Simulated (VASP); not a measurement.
All values below come from PBE GGA, VASP's PBE PAW potentials (set 64) (plane waves; VASP).

The input files of a VASP run:

### POSCAR
```
WC
1
    1.4123741739    -2.4463039309     0.0000000000
    1.4123741739     2.4463039309    -0.0000000000
   -0.0000000000     0.0000000000     2.7736754994
W C
1 1
Direct
  0.0000000000   0.0000000000   0.0000000000
  0.3333330000   0.6666670000   0.5000000000
```

### INCAR
```
PREC  =  Accurate
ALGO  =  Normal
LASPH  =  .TRUE.   # aspherical one-centre terms
PSTRESS  =  450
LREAL  =  .FALSE.   # projection in real space or not
ISIF  =  3
LCHARG  =  .FALSE.
EDIFF  =  1E-6
SIGMA  =  0.1   # width (eV)
ENCUT  =  620
ISMEAR  =  1
SYSTEM  =  WC
LWAVE  =  .FALSE.
NSW  =  40   # most ionic steps
IBRION  =  2
EDIFFG  =  -0.02   # ionic stop
LMAXMIX  =  6   # l cut-off of mixed one-centre charges
GGA  =  PE   # PBE
NELM  =  100
```

**KPOINTS**
```
Automatic mesh
0
Gamma
15 15 13
0 0 0
```

POTCAR, in this order: W_sv C (PBE.64 set). Program: vasp_std.

The run wrote:

**OSZICAR**
```
       N       E                     dE             d eps       ncg     rms          rms(c)
DAV:   1     0.122502715282E+03    0.12250E+03   -0.10948E+04  4914   0.176E+03
DAV:   2    -0.210200234423E+02   -0.14352E+03   -0.13951E+03  5664   0.417E+02
DAV:   3    -0.252071825170E+02   -0.41872E+01   -0.41455E+01  5867   0.645E+01
DAV:   4    -0.252445276901E+02   -0.37345E-01   -0.37330E-01  5479   0.654E+00
DAV:   5    -0.252448160319E+02   -0.28834E-03   -0.28833E-03  5689   0.588E-01    0.382E+01
DAV:   6    -0.222684657170E+02    0.29764E+01   -0.87664E+00  5454   0.316E+01    0.113E+01
DAV:   7    -0.222240272417E+02    0.44438E-01   -0.31398E-01  5099   0.537E+00    0.732E+00
DAV:   8    -0.221992398474E+02    0.24787E-01   -0.44415E-02  5474   0.199E+00    0.104E+00
DAV:   9    -0.221982562975E+02    0.98355E-03   -0.32309E-03  5269   0.416E-01    0.121E-01
DAV:  10    -0.221982447655E+02    0.11532E-04   -0.18827E-04  5479   0.190E-01    0.686E-02
DAV:  11    -0.221982421073E+02    0.26582E-05   -0.15786E-05  5484   0.382E-02    0.708E-03
DAV:  12    -0.221982411472E+02    0.96005E-06   -0.26760E-06  4954   0.174E-02
   1 F= -.16814951E+02 E0= -.16814910E+02  d E =-.168150E+02
```

OUTCAR:
```
------------------------ aborting loop because EDIFF is reached ----------------------------------------
  FORCE on cell =-STRESS in cart. coord.  units (eV):
  Direction    XX          YY          ZZ          XY          YZ          ZX
  --------------------------------------------------------------------------------------
  Total        5.4018823      5.4018828      5.4183872      0.0000000      0.0000000     -0.0000000
  in kB      451.5541864    451.5542242    452.9338669      0.0000000      0.0000000     -0.0000000
  external PRESSURE =       2.0140925 kB  Pullay stress =     450.0000000 kB
  volume of cell :       19.17
      direct lattice vectors                 reciprocal lattice vectors
     1.412374174 -2.446303931  0.000000000     0.354013837 -0.204389975  0.000000000
     1.412374174  2.446303931  0.000000000     0.354013837  0.204389975  0.000000000
     0.000000000  0.000000000  2.773675499     0.000000000  0.000000000  0.360532442
 POSITION                                       TOTAL-FORCE (eV/Angst)
 -----------------------------------------------------------------------------------
      0.00000      0.00000      0.00000        -0.000000      0.000000      0.000000
      1.41237      0.81544      1.38684         0.000000     -0.000000      0.000000
 -----------------------------------------------------------------------------------
    total drift:                                0.000000     -0.000370      0.000000
  FREE ENERGIE OF THE ION-ELECTRON SYSTEM (eV)
  ---------------------------------------------------
  free  energy   TOTEN  =       -22.1982411472 eV

  energy  without entropy=      -22.1981165782  energy(sigma->0) =      -22.19819962
  enthalpy is  TOTEN    =       -16.8149513694 eV   P V=        5.3832897779

 reached required accuracy - stopping structural energy minimisation
```
(Selected blocks of OUTCAR.)

The compound is WC in the wc structure. It was relaxed first under an external pressure of 45 GPa.
